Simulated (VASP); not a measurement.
Computed with PBE GGA, VASP's PBE PAW potentials (set 64) (plane waves; VASP).

VASP input:

### POSCAR
```
LiF
1
    0.0000000000     2.0277431141     2.0277431141
    2.0277431141     0.0000000000     2.0277431141
    2.0277431141     2.0277431141     0.0000000000
Li F
1 1
Direct
  0.0000000000   0.0000000000   0.0000000000
  0.5000000000   0.5000000000   0.5000000000
```

### INCAR
```
ALGO  =  Normal
EDIFF  =  1E-7
ENCUT  =  650
GGA  =  PE
IBRION  =  6
ISIF  =  3
ISMEAR  =  0
LASPH  =  T
LCHARG  =  F
LREAL  =  F
LWAVE  =  F
NELM  =  100
NFREE  =  2
NSW  =  1
POTIM  =  0.015
PREC  =  Accurate
SIGMA  =  0.05
SYSTEM  =  LiF
```

**KPOINTS**
```
Automatic mesh
0
Gamma
10 10 10
0 0 0
```

POTCAR, in this order: Li_sv F (PBE.64 set). Program: vasp_std.

Output

### OUTCAR
```


   1 f  =    8.383620 THz    52.675836 2PiTHz  279.647452 cm-1    34.671850 meV

   2 f  =    8.383620 THz    52.675836 2PiTHz  279.647452 cm-1    34.671850 meV

   3 f  =    8.383620 THz    52.675836 2PiTHz  279.647452 cm-1    34.671850 meV

   4 f/i=    0.027129 THz     0.170459 2PiTHz    0.904940 cm-1     0.112198 meV

   5 f/i=    0.027129 THz     0.170459 2PiTHz    0.904940 cm-1     0.112198 meV

   6 f/i=    0.027129 THz     0.170459 2PiTHz    0.904940 cm-1     0.112198 meV

 ELASTIC MODULI CONTR FROM IONIC RELAXATION (kBar)
 Direction    XX          YY          ZZ          XY          YZ          ZX
 --------------------------------------------------------------------------------
 XX           0.0000      0.0000      0.0000      0.0000      0.0000      0.0000
 YY           0.0000      0.0000      0.0000      0.0000      0.0000      0.0000
 ZZ           0.0000      0.0000      0.0000      0.0000      0.0000      0.0000
 XY           0.0000      0.0000      0.0000      0.0000      0.0000      0.0000
 YZ           0.0000      0.0000      0.0000      0.0000      0.0000      0.0000
 ZX           0.0000      0.0000      0.0000      0.0000      0.0000      0.0000
 --------------------------------------------------------------------------------

 TOTAL ELASTIC MODULI (kBar)
 Direction    XX          YY          ZZ          XY          YZ          ZX
 --------------------------------------------------------------------------------
 XX        1150.7258    454.6936    454.6936     -0.0000     -0.0000      0.0000
 YY         454.6936   1150.7258    454.6936     -0.0000     -0.0000      0.0000
 ZZ         454.6936    454.6936   1150.7258      0.0000     -0.0000      0.0000
 XY          -0.0000     -0.0000      0.0000    613.8837      0.0000      0.0000
 YZ          -0.0000     -0.0000     -0.0000      0.0000    613.8837      0.0000
 ZX           0.0000      0.0000      0.0000      0.0000      0.0000    613.8837
 --------------------------------------------------------------------------------
```
(Selected blocks of OUTCAR.)

The compound is LiF in the rock salt structure. It was relaxed first.
